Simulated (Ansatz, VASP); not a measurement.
**AlRu in two plane-wave programs**

One calculation is typed for both programs; each brings its own data sets. How far apart do they land? The cell is taken from a series of runs on this material, whose earlier steps may have relaxed, scaled, displaced or heated it; both programs get it as it stands.

Method: plane waves, with VASP 6.6.1 beside it; zone-centre phonons at PBEsol, in Ansatz 0.2.0.

### Step 1. The structure

The structure is cubic, space group Pm-3m (No. 221). Conventional cell: a = 2.996 Å, b = 2.996 Å, c = 2.996 Å, α = 90.00°, β = 90.00°, γ = 90.00°. Al has 8 Ru at 2.59 Å nearest. Ru has 8 Al at 2.59 Å nearest. Farther neighbours are not listed.

### Step 2. Ansatz: zone-centre phonons, PBEsol, pair 1

Ansatz runs on its PAW soft_1 files.

Second derivatives magnify differences that forces hide, and they need a tight electronic threshold.

input.yaml

```yaml
crystal:
  lattice:
    - [2.9957156778, 0.0, 0.0]
    - [0.0, 2.9957156778, 0.0]
    - [0.0, 0.0, 2.9957156778]
  atoms:
    - { symbol: Al, position: [0.0, 0.0, 0.0] }
    - { symbol: Ru, position: [0.5, 0.5, 0.5] }
kpoints:
  mp_grid: { grid: [16, 16, 16] }
hamiltonian:
  xc: pbesol
  pseudopotentials: { kind: paw, azcp: { folder: soft_1 }, xc_functional: pbe }
scf:
  occupations: { method: methfessel_paxton, width: 0.2 }
output:
  eigenvalues: true
phonons:
  method: dfpt
```

The run is started by

```sh
ansatz run input.yaml --threads 4 --pin off --max-ram 10240MiB --backend cpu --events-out ev --progress --plain --runs-dir out
```

Numbers of over 12 decimals in the logs are rounded to 6 here.

What it wrote:

```text
Engine: ansatz 0.2.0, aarch64-unknown-linux-gnu
Pseudopotentials: kind: paw
Pseudopotential: Al, paw, valence charge 3, recommended cutoff 420 eV (normal), soft_1/Al.paw.azcp
Pseudopotential: Ru, paw, valence charge 16, recommended cutoff 420 eV (normal), soft_1/Ru.paw.azcp
Functional definition: PBEsol
  exchange = pbesol_x
  correlation = pbesol_c
Crystal: 2 atoms, lattice volume = 26.884 Å³
Basis set: ecut = 420 eV, 515 PW (Γ), exchange–correlation on 48×48×48 points (8 copies of the dense FFT grid, shifted against one another)
Bands: 14, of which v1, the nominal top of the filled ones, is band 10 counted from 1 (9 counted from 0)
Symmetry: 48 space group operations
k-points: 405 of 4096 (irreducible under 8 space group operations, time reversal used)
Non-local potential: Al, projectors of the file, l = 0: 2, l = 1: 2, l = 2: 1
Non-local potential: Ru, projectors of the file, l = 0: 3, l = 1: 2, l = 2: 2, l = 3: 1
PAW form: soft (Blöchl's): semilocal exchange-correlation on the pseudo side does not see the compensation charge
PAW frozen core: Al, regenerated for the run's functional, and the local potential with it (the file was generated under x = pbe(κ = 0.804, μ = 0.219515), c = pbe(β = 0.066725))
PAW frozen core: Ru, regenerated for the run's functional, and the local potential with it (the file was generated under x = pbe(κ = 0.804, μ = 0.219515), c = pbe(β = 0.066725))
PAW one-centre angular grid: Al, 110 points (default); XC on 64 Gauss nodes
PAW one-centre angular grid: Ru, 590 points (default); XC on 64 Gauss nodes
Initial density: superposition of atomic densities (chi_scale 0.1, normalization cell, long waves kept (reshape's long-wave potential 0.00 eV rms))
Initial wavefunctions: pseudopotential atomic-orbital guess
Functional: x = pbesol(κ = 0.804, μ = 0.123457), c = pbesol(β = 0.046)
SCF iter   1: F=—  HF=-6343.373307 eV  |F-HF|=—  |Δ(HF+E_count)|=         —  Δρ=1.16e-1  dr2=4.31e0  ethr=3.10e-3  ⟨swp⟩=4.8  Hψ=26792  notcnv=0
preconditioner: auto → none  [metal: Δε(μ)=0.026 eV  Ē_g=8.733 eV  σ=0.200 eV  W_gap=0.11  n_scr=6 (ndim 8)  ℏωp=23.8 eV  f_vac=0.000  D(μ)=1.44/eV (n_scr^D=18)  sad-step TF]
SCF iter   2: F=—  HF=-6342.711904 eV  |F-HF|=—  |Δ(HF+E_count)|=   6.61e-1  S|Δr|=    0.00e0  Δρ=6.89e-2  dr2=1.60e0  ethr=3.10e-3  ⟨swp⟩=2.9  Hψ=13085  notcnv=0  defer=34
SCF iter   3: F=—  HF=-6342.343099 eV  |F-HF|=—  |Δ(HF+E_count)|=   3.69e-1  S|Δr|=    0.00e0  Δρ=3.79e-3  dr2=3.64e-3  ethr=3.10e-3  ⟨swp⟩=2.2  Hψ=9602  notcnv=0  defer=34
SCF iter   4: F=—  HF=-6342.342568 eV  |F-HF|=—  |Δ(HF+E_count)|=   5.31e-4  S|Δr|=    0.00e0  Δρ=4.82e-4  dr2=1.27e-5  ethr=1.92e-5  ⟨swp⟩=1.7  Hψ=9591  notcnv=0  defer=34
SCF iter   5: F=—  HF=-6342.342580 eV  |F-HF|=—  |Δ(HF+E_count)|=   1.22e-5  S|Δr|=    0.00e0  Δρ=1.28e-4  dr2=3.41e-6  ethr=6.69e-8  ⟨swp⟩=2.0  Hψ=9473  notcnv=0  defer=34
SCF iter   6: F=—  HF=-6342.342579 eV  |F-HF|=—  |Δ(HF+E_count)|=   1.10e-6  S|Δr|=    0.00e0  Δρ=7.31e-6  dr2=1.45e-8  ethr=1.80e-8  ⟨swp⟩=2.7  Hψ=9086  notcnv=0  defer=34
SCF iter   7: F=—  HF=-6342.342578 eV  |F-HF|=—  |Δ(HF+E_count)|=   1.16e-6  S|Δr|=    0.00e0  Δρ=2.89e-7  dr2=9.12e-12  ethr=1.00e-12  ⟨swp⟩=4.9  Hψ=28375  notcnv=0
SCF iter   8: F=-6342.342578 eV  HF=-6342.342578 eV  |F-HF|=2.73e-12  |Δ(HF+E_count)|=  9.09e-13  S|Δr|=    0.00e0  Δρ=3.60e-8  dr2=2.38e-13  ethr=1.00e-12  ⟨swp⟩=3.1  Hψ=20672  notcnv=0
SCF 1 converged in 8 iterations: F = -6342.342578 eV  dr2 = 2.38e-13
  greatest PAW one-centre occupation: 1.000 electrons in one spin orbital (limit 2), on the Ru atom at site 1 (counted from 0), in its partial waves of l = 0
DFPT response loops at Γ: preconditioner auto → Kerker (q_TF=auto, 2.575 Å⁻¹) (partly filled bands, converged f_vac=0.000); β = 1.00, the filter's whole step (`scf.mixing.beta` (0.50) is not read by the response loops under this deck's `scf.mixing.preconditioner`; to damp them name `kerker` or `kerker_dos`, under which they read `scf.mixing.beta`, and type it under 1.00, their step now; both keys bind the ground state too); Broyden in place of MSR1
SCF converged after 8 iterations
Stability not checked: this state was not tested for a lower state beside it, because cold or Methfessel-Paxton smearing, or corrected tetrahedra, fill the levels in a way that the test cannot read (fill_not_monotonic; see scf.lower_state_search)
Free energy (F): -6342.342578 eV
Harris-Foulkes:  -6342.342578 eV  (|F-HF|=2.73e-12)
Internal energy: -6342.341202 eV  (E = F + TS)
E sigma→0 (E₀):  -6342.342234 eV
Entropy (-TS):   -0.001375 eV (-0.688 meV/atom)
Fermi energy:    15.814807 eV
--- Per-component energies (eV) ---
  E_band       = -125.224970
  E_kinetic    = 487.628360
  E_local      = -1816.421331  (includes V_loc(G=0)·N_el)
  E_nonlocal   = 427.360897
  E_hartree    = 657.473902
  E_xc         = -208.051627
  E_vxc        = -245.875557  (∫ρ·V_xc dr)
  E_paw        = -3898.521298  (= ΣΔE_a)
  E_vpaw       = -292.865801  (= ΣTr[D̂ρ^β])
  E_aug_tail   = 0.000636  (compensation charges beyond the density's cutoff)
  E_ewald      = -1992.083178
  E_core_change = 0.272436  (= ΣΔE_core)
  E_smearing   = -0.001375  (= −TS)
  E_closure    = 0.000000  (closes the sum)
  Σ components = -6342.342578   (vs F -6342.342578, Δ=0.00e0)
--- Band table (eV; the first three rows and the last of 405) ---
  k-point 0: bands = [... 6 lower, 12.2311, 15.9905, 15.9905, 15.9905, 21.8458, 21.8458, 21.8458, 26.7307]
  k-point 1: bands = [... 6 lower, 12.2578, 15.8951, 15.8951, 15.9998, 21.4684, 21.9978, 21.9978, 26.5604]
  k-point 2: bands = [... 6 lower, 12.3337, 15.6435, 15.6435, 16.0264, 20.6160, 22.4189, 22.4189, 26.1021]
  k-point 404: bands = [... 6 lower, 11.1970, 17.4113, 17.4113, 18.3782, 19.8843, 19.8843, 19.8843, 24.3322]
--- Phonons (Γ-DFPT): 2 representative perturbations + reference, on 405 of 4096 k-points (Σ response iterations 6) ---
  k mesh reduced under 8 symmetry operations, with k and −k counted as one. Each operation leaves every solved perturbation unchanged. A smaller set is not used because it would not reduce the number of displacements times k-points to solve
  ASR residual: 1.898e-5 → 0.000e0 eV/Å²; symmetrization residual: 2.606e-6 eV/Å²
  ASR residual per site (eV/Å²): 1.70e-6 1.90e-5
  Γ frequencies (cm⁻¹): 0.00 0.00 0.00 309.05 309.05 309.05
  non-analytic LO–TO correction: not included (Born effective charges unavailable; polar crystals: no LO–TO splitting at Γ)
```

In the SCF lines HF is the Harris–Foulkes energy and dr2 the Hartree energy of the density residual, in eV; the loop may stop once dr2 is under the threshold and the program's other checks hold. Hψ counts applications of the Hamiltonian.

### Step 3. VASP: zone-centre phonons, PBEsol, pair 1

The same cell, functional, mesh and smearing now go to VASP, with its own data sets.

Lines of VASP's logs that name or quote its potential files are left out, and so is its time.

INCAR

```
SYSTEM = AlRu
PREC = Accurate
ENCUT = 500
EDIFF = 1E-08
NELM = 120
ISMEAR = 1
SIGMA = 0.2
LREAL = .FALSE.
ALGO = Normal
GGA = PS
NBANDS = 14
LASPH = .TRUE.
LORBIT = 11
LWAVE = .FALSE.
LCHARG = .FALSE.
ISIF = 2
IBRION = 8
GGA_COMPAT = .FALSE.
KPAR = 2
```

POSCAR

```
AlRu
1.0
    2.9957156778      0.0000000000      0.0000000000
    0.0000000000      2.9957156778      0.0000000000
    0.0000000000      0.0000000000      2.9957156778
Al Ru
1 1
Direct
    0.0000000000      0.0000000000      0.0000000000
    0.5000000000      0.5000000000      0.5000000000
```

KPOINTS

```
Automatic mesh
0
Gamma
16 16 16
0 0 0
```

The projector-augmented-wave data sets are Al and Ru_pv (PBE family, release 64).

The run is started by

```sh
mpirun -np 2 vasp_std
```

What it wrote:

```text
[banner, memory and clock lines left out]
running    2 mpi-ranks, on    1 nodes
 distrk:  each k-point on    1 cores,    2 groups
 distr:  one band on    1 cores,    1 groups

 POSCAR found type information on POSCAR AlRu
 POSCAR found :  2 types and       2 ions
|                                                                             |
|               ----> ADVICE to this user running VASP <----                  |
|                                                                             |
|     You enforced a specific xc type in the INCAR file but a different       |
|     [... a line on the potential file left out ...]
|     I HOPE YOU KNOW WHAT YOU ARE DOING!                                     |
|                                                                             |

 LDA part: xc-table for (Slater+PW92), standard interpolation
 POSCAR, INCAR and KPOINTS ok, starting setup
 FFT: planning ... GRIDC
 FFT: planning ... GRID_SOFT
 FFT: planning ... GRID
 WAVECAR not read
 entering main loop
       N       E                     dE             d eps       ncg     rms          rms(c)
DAV:   1     0.111080899128E+03    0.11108E+03   -0.91822E+03  4794   0.109E+03
DAV:   2    -0.144659850101E+02   -0.12555E+03   -0.11975E+03  5118   0.314E+02
DAV:   3    -0.162896643842E+02   -0.18237E+01   -0.18138E+01  5658   0.401E+01
DAV:   4    -0.163049049523E+02   -0.15241E-01   -0.15238E-01  5994   0.368E+00
DAV:   5    -0.163051548750E+02   -0.24992E-03   -0.24991E-03  5888   0.401E-01    0.131E+01
DAV:   6    -0.156176314873E+02    0.68752E+00   -0.31129E+00  4728   0.201E+01    0.242E+00
DAV:   7    -0.155308677820E+02    0.86764E-01   -0.25351E-01  4938   0.599E+00    0.206E+00
DAV:   8    -0.155115762854E+02    0.19291E-01   -0.23051E-02  5814   0.125E+00    0.211E-01
DAV:   9    -0.155113097924E+02    0.26649E-03   -0.79164E-04  5696   0.195E-01    0.139E-01
DAV:  10    -0.155112979824E+02    0.11810E-04   -0.41968E-05  5934   0.747E-02    0.156E-02
DAV:  11    -0.155112960302E+02    0.19522E-05   -0.51060E-06  5922   0.269E-02    0.643E-03
DAV:  12    -0.155112955542E+02    0.47595E-06   -0.11257E-07  5688   0.333E-03    0.300E-04
DAV:  13    -0.155112955681E+02   -0.13852E-07   -0.27371E-09  4276   0.467E-04    0.115E-04
DAV:  14    -0.155112955713E+02   -0.32032E-08   -0.30440E-10  3984   0.153E-04
   1 F= -.15511296E+02 E0= -.15510834E+02  d E =-.138336E-02
 Linear response reoptimize wavefunctions to high precision
DAV:   1    -0.155112955713E+02   -0.27512E-10   -0.68312E-11  4398   0.583E-05
 Linear response DOF=           2
 Linear response progress:
  Degree of freedom:   1/  2
       N       E                     dE             d eps       ncg     rms          rms(c)
RMM:   1    -0.657106376229E-02   -0.65711E-02    0.36771E-03 21199   0.108E+00
RMM:   2    -0.607000297793E-02    0.50106E-03   -0.41844E-04 17167   0.146E-01    0.600E-02
RMM:   3    -0.602311606569E-02    0.46887E-04   -0.15921E-04 16676   0.773E-02    0.287E-02
RMM:   4    -0.609128492070E-02   -0.68169E-04   -0.79813E-05 17756   0.519E-02    0.718E-03
RMM:   5    -0.609572355198E-02   -0.44386E-05   -0.25166E-06 17151   0.148E-02    0.179E-03
RMM:   6    -0.609833331894E-02   -0.26098E-05   -0.20037E-07 19434   0.387E-03    0.850E-04
RMM:   7    -0.609717851005E-02    0.11548E-05   -0.18001E-08 18254   0.111E-03    0.119E-04
RMM:   8    -0.609744701799E-02   -0.26851E-06   -0.34432E-09 19374   0.309E-04    0.741E-05
RMM:   9    -0.609755285676E-02   -0.10584E-06    0.28642E-09 20506   0.981E-05    0.356E-05
RMM:  10    -0.609756522610E-02   -0.12369E-07    0.12969E-10 21029   0.324E-05    0.269E-06
RMM:  11    -0.609756517972E-02    0.46383E-10    0.14490E-10 20907   0.200E-05    0.208E-06
 first order change of Fermi-energy  -0.22149E-03
 force on displaced ion       1 direction 1 :  -7.555   0.000  -0.000
 Linear response progress:
  Degree of freedom:   2/  2
       N       E                     dE             d eps       ncg     rms          rms(c)
RMM:   1    -0.543977064173E+00   -0.54398E+00    0.37305E+00 11970   0.643E+01
RMM:   2    -0.651814241209E+00   -0.10784E+00   -0.11954E-01 16890   0.307E+00    0.160E-01
RMM:   3    -0.651901752279E+00   -0.87511E-04   -0.20421E-03 19713   0.353E-01    0.908E-02
RMM:   4    -0.651245859928E+00    0.65589E-03   -0.24119E-04 19815   0.148E-01    0.219E-02
RMM:   5    -0.651165755067E+00    0.80105E-04   -0.21119E-05 20994   0.381E-02    0.997E-03
RMM:   6    -0.651102514971E+00    0.63240E-04   -0.23369E-06 21672   0.119E-02    0.119E-03
RMM:   7    -0.651101500430E+00    0.10145E-05   -0.23658E-07 21868   0.262E-03    0.447E-04
RMM:   8    -0.651101562150E+00   -0.61721E-07   -0.30246E-07 22867   0.108E-03    0.181E-04
RMM:   9    -0.651102454609E+00   -0.89246E-06   -0.53749E-07 22674   0.569E-04    0.815E-05
RMM:  10    -0.651103835863E+00   -0.13813E-05   -0.26699E-07 23755   0.357E-04    0.921E-06
RMM:  11    -0.651103737864E+00    0.97999E-07   -0.20034E-07 24743   0.229E-04    0.439E-06
RMM:  12    -0.651103691199E+00    0.46665E-07   -0.96482E-08 24299   0.186E-04    0.118E-06
RMM:  13    -0.651103671567E+00    0.19632E-07   -0.74370E-08 24733   0.159E-04    0.135E-06
RMM:  14    -0.651103682669E+00   -0.11102E-07   -0.41844E-08 24316   0.145E-04    0.666E-07
RMM:  15    -0.651103693895E+00   -0.11226E-07   -0.36785E-08 24181   0.137E-04    0.223E-07
RMM:  16    -0.651103693403E+00    0.49248E-09   -0.26902E-08 21332   0.132E-04    0.444E-07
 first order change of Fermi-energy   0.21559E-02
 force on displaced ion       2 direction 1 :  -7.546   0.000  -0.000
 Linear response finished
```

OUTCAR, selected parts (step 3):

```text
ion  position               nearest neighbor table
   1  0.000  0.000  0.000-   2 2.59   2 2.59   2 2.59   2 2.59   2 2.59   2 2.59   2 2.59   2 2.59

  LATTYP: Found a simple cubic cell.
 ALAT       =     2.9957156778

 Subroutine GETGRP returns: Found 48 space group operations
 (whereof 48 operations were pure point group operations)

The static configuration has the point symmetry O_h .

 Found    165 irreducible k-points:

   k-points           NKPTS =    165   k-points in BZ     NKDIM =    165   number of bands    NBANDS=     14

   dimension x,y,z NGX =    24 NGY =   24 NGZ =   24
   dimension x,y,z NGXF=    48 NGYF=   48 NGZF=   48

   ENCUT  =  500.0 eV  36.75 Ry    6.06 a.u.   5.46  5.46  5.46*2*pi/ulx,y,z

   NELECT =      17.0000    total number of electrons

 k-points in reciprocal lattice and weights: Automatic mesh
   0.00000000  0.00000000  0.00000000       0.000
   0.06250000  0.00000000  0.00000000       0.001
   0.12500000  0.00000000  0.00000000       0.001
   0.18750000  0.00000000  0.00000000       0.001
   0.25000000  0.00000000  0.00000000       0.001
   0.31250000  0.00000000  0.00000000       0.001
   0.37500000  0.00000000  0.00000000       0.001
   0.43750000  0.00000000  0.00000000       0.001
   0.50000000  0.00000000  0.00000000       0.001
[...]
0.50000000  0.50000000  0.43750000       0.001
   0.50000000  0.50000000  0.50000000       0.000

 average (electrostatic) potential at core
       1 -68.3664       2 -68.0873

  Total       -0.6835956     -0.6835956     -0.6835956      0.0000000      0.0000000      0.0000000
  in kB      -40.7387862    -40.7387862    -40.7387862      0.0000000      0.0000000      0.0000000
  external PRESSURE =     -40.7387862 kB  Pullay stress =       0.0000000 kB

  energy-cutoff  :      500.00
  volume of cell :       26.88
      direct lattice vectors                 reciprocal lattice vectors
     2.995715678  0.000000000  0.000000000     0.333810050  0.000000000  0.000000000
     0.000000000  2.995715678  0.000000000     0.000000000  0.333810050  0.000000000
     0.000000000  0.000000000  2.995715678     0.000000000  0.000000000  0.333810050

 POSITION                                       TOTAL-FORCE (eV/Angst)
 -----------------------------------------------------------------------------------
      0.00000      0.00000      0.00000         0.000000      0.000000      0.000000
      1.49786      1.49786      1.49786         0.000000      0.000000      0.000000
 -----------------------------------------------------------------------------------
    total drift:                                0.000000     -0.000000     -0.000000

 Eigenvectors and eigenvalues of the dynamical matrix
 ----------------------------------------------------

   1 f  =    9.310445 THz    58.499252 2PiTHz  310.563023 cm-1    38.504890 meV
             X         Y         Z           dx          dy          dz
      0.000000  0.000000  0.000000     0.888530   -0.000000    0.000000
      1.497858  1.497858  1.497858    -0.458819    0.000000    0.000000

   2 f  =    9.310445 THz    58.499252 2PiTHz  310.563023 cm-1    38.504890 meV
             X         Y         Z           dx          dy          dz
      0.000000  0.000000  0.000000     0.000000    0.888530    0.000000
      1.497858  1.497858  1.497858     0.000000   -0.458819    0.000000

   3 f  =    9.310445 THz    58.499252 2PiTHz  310.563023 cm-1    38.504890 meV
             X         Y         Z           dx          dy          dz
      0.000000  0.000000  0.000000    -0.000000   -0.000000    0.888530
      1.497858  1.497858  1.497858     0.000000    0.000000   -0.458819

   4 f/i=    0.002169 THz     0.013631 2PiTHz    0.072363 cm-1     0.008972 meV
             X         Y         Z           dx          dy          dz
      0.000000  0.000000  0.000000    -0.187496   -0.418760   -0.000000
      1.497858  1.497858  1.497858    -0.363097   -0.810953    0.000000

   5 f/i=    0.002169 THz     0.013631 2PiTHz    0.072363 cm-1     0.008972 meV
             X         Y         Z           dx          dy          dz
      0.000000  0.000000  0.000000     0.000000    0.000000   -0.458819
      1.497858  1.497858  1.497858    -0.000000    0.000000   -0.888530

   6 f/i=    0.002169 THz     0.013631 2PiTHz    0.072363 cm-1     0.008972 meV
             X         Y         Z           dx          dy          dz
      0.000000  0.000000  0.000000     0.418760   -0.187496   -0.000000
      1.497858  1.497858  1.497858     0.810953   -0.363097    0.000000

 ELASTIC MODULI CONTR FROM IONIC RELAXATION (kBar)
 Direction    XX          YY          ZZ          XY          YZ          ZX
 --------------------------------------------------------------------------------
 XX           0.0000      0.0000      0.0000      0.0000      0.0000      0.0000
 YY           0.0000      0.0000      0.0000      0.0000      0.0000      0.0000
 ZZ           0.0000      0.0000      0.0000      0.0000      0.0000      0.0000
 XY           0.0000      0.0000      0.0000      0.0000      0.0000      0.0000
 YZ           0.0000      0.0000      0.0000      0.0000      0.0000      0.0000
 ZX           0.0000      0.0000      0.0000      0.0000      0.0000      0.0000
 --------------------------------------------------------------------------------
```

### Step 4. Side by side

Known differences besides the potentials themselves: the data sets hold 19 valence electrons in Ansatz (on its PAW soft_1 files) and 17 in VASP; the cutoff is 420 eV in Ansatz and 500 eV in VASP; Ansatz makes its cores anew for this functional, VASP keeps those of its PBE data sets. Total energies have different zeros and are not compared.

Both answers:

```
                  quantity  Ansatz   VASP  difference
optical mode 1 to 3 (cm⁻¹)   309.1  310.6     -0.49 %
```

Modes are paired by rising frequency, not by their patterns, so a pair may set unlike modes beside each other; they are those without the splitting of longitudinal modes.

(Part 1 of 2 ends here.)

[Lines on the potential files, build, host, timing and source positions are cut from VASP's logs without a mark.]

[Logs are printed without paths, hosts, clocks, repeated set-up lines and the standing remarks that a program may print on its own settings, such as how far it seeks lower states.]

[Hosts, paths, dates, database ids (printed as entryN), source tags and the programs' standing remarks are cut or masked in the printed files.]
